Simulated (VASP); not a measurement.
Method: PBE GGA, VASP's PBE PAW potentials (set 64) (plane waves; VASP).

A VASP calculation is set up with these files.

### KPOINTS
```
Automatic mesh
0
gamma
 14 14 7
0 0 0
```

**POSCAR**
```
Zn
1
    1.3300000000    -2.3036280000     0.0000000000
    1.3300000000     2.3036280000     0.0000000000
    0.0000000000     0.0000000000     4.9500000000
Zn
2
Direct
  0.3333330000   0.6666670000   0.2500000000
  0.6666670000   0.3333330000   0.7500000000
```

### INCAR
```
SYSTEM = Zn
PREC = Accurate
ENCUT = 400
EDIFF = 1E-5
NELM = 100
ALGO = Normal
LREAL = .FALSE.
LASPH = .TRUE.
ISMEAR = 1
SIGMA = 0.1
GGA = PE
LMAXMIX = 4
LWAVE = .FALSE.
LCHARG = .FALSE.
ISIF = 2
```

POTCAR, in this order: Zn (PBE.64 set). Program: vasp_std.

### Question
What will the output report for the number of irreducible k-points (NKPTS), number of bands (NBANDS), largest plane-wave count, number of space-group operations, FFT grid (NGX, NGY, NGZ)?

### Answer

```yaml
number of irreducible k-points (NKPTS): 96
number of bands (NBANDS): 16
largest_plane_wave_count: 576
number_of_space_group_operations: 24
FFT grid (NGX, NGY, NGZ): 18 × 18 × 32
```

The compound is Zn in the hcp structure. The cell was not relaxed at this level. The run is one of a series of settings (EDIFF = 1E-5 against the base run), some of them coarse on purpose.
